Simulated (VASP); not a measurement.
Here is the system:

```
BN
1.0
    1.27011    -2.19990     0.00000
    1.27011     2.19990     0.00000
    0.00000     0.00000     4.20143
B N
2 2
Direct
  0.66667   0.33333   0.50021
  0.33333   0.66667   0.00021
  0.66667   0.33333   0.87479
  0.33333   0.66667   0.37479
```

The numbers are results of MS2 meta-GGA, VASP's PBE PAW potentials (set 64) (plane waves; VASP 6.6.1), not measurements. Settings: 520 eV cut-off, 11×11×6 Γ-centred mesh, tetrahedra with Blöchl corrections, potentials B N.

Question: Estimate the energy per atom (σ→0), band gap (over mesh and band path) with the smallest direct gap where there is one.

Answer: 
- band gap (over mesh and band path): 5.69 eV
- smallest direct gap (over mesh and band path): 9.03 eV
- energy per atom (σ→0): -10.586 eV/atom

Total energies compare only between runs with the same potentials, cut-off and functional.

The compound is BN in the wurtzite structure, a metastable high-pressure form. It was relaxed first.
